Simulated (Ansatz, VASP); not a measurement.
Given: the input of a run of Ansatz 0.2.0 on Tc3Sn. The cell comes from a database or a generator and needn't be the stable form of this composition.

Contents of input.yaml:

```yaml
crystal:
  lattice:
    - [2.9415865702, 0.0, 0.0]
    - [-1.4707932851, 2.5474886972, 0.0]
    - [0.0, 0.0, 8.633447]
  atoms:
    - { symbol: Sn, position: [0.0, 0.0, 0.0] }
    - { symbol: Tc, position: [0.3333333333, 0.6666666667, 0.738218] }
    - { symbol: Tc, position: [0.3333333333, 0.6666666667, 0.261782] }
    - { symbol: Tc, position: [0.0, 0.0, 0.5] }
hamiltonian:
  xc: pbe
  pseudopotentials: { kind: paw }
kpoints:
  mp_grid: { grid: [10, 10, 3] }
scf:
  occupations: { method: fermi_dirac, width: 0.05 }
output:
  forces: true
  stress: true
  eigenvalues: true
  write_density: true
  write_potential: true
  elf: true
  volumetric_format: npy
```

Potentials or basis: Ansatz PAW earlier set.

Run with:

```console
$ ansatz run input.yaml --threads 2 --pin off --max-ram 5120MiB --backend cpu --events-out ev --progress --plain --runs-dir out
```

Question: Translate it to VASP 6.6.1. Potentials or basis there: PBE PAW files Sn_d, Tc_pv, 520 eV.

Answer: As run (cutoffs and basis follow the program's own potentials, and thresholds, step limits or extra output files can differ):

INCAR

```
SYSTEM = Tc3Sn
  PREC = Accurate
  ENCUT = 520
  EDIFF = 1E-7
  ISMEAR = -1
  SIGMA = 0.05
  LREAL = .FALSE.
  LASPH = .TRUE.
  NELM = 80
  ALGO = Normal
  ISIF = 2
  LWAVE = .FALSE.
  LCHARG = .FALSE.
  GGA = PE
  NBANDS = 34
```

Contents of KPOINTS:

```
regular mesh
0
G
  10 10 3
  0 0 0
```

File POSCAR:

```
Tc3Sn
1.0
    2.9415865702      0.0000000000      0.0000000000
   -1.4707932851      2.5474886972      0.0000000000
    0.0000000000      0.0000000000      8.6334470000
Sn Tc
1 3
Direct
    0.0000000000      0.0000000000      0.0000000000
    0.3333333333      0.6666666667      0.7382180000
    0.3333333333      0.6666666667      0.2617820000
    0.0000000000      0.0000000000      0.5000000000
```

Potentials or basis: VASP PAW PBE potentials, release 64 (Sn_d, Tc_pv).

Launch:

```sh
$ cat potpaw_PBE.64/Sn_d/POTCAR potpaw_PBE.64/Tc_pv/POTCAR > POTCAR
$ mpirun -np 1 vasp_std > vasp.out
```

Both were run:

|  | Ansatz | VASP |
| --- | --- | --- |
| Pressure | -1.8 GPa | -2.2 GPa |

Ansatz's pressure holds a Pulay term of +0.01 GPa for its cutoff of 500 eV, which the other run lacks.

The potentials hold 59 and 53 valence electrons a cell.

Where Ansatz's input types no cutoff or centring, it takes its own default and a Γ-centred mesh.

Pressure is positive in compression.
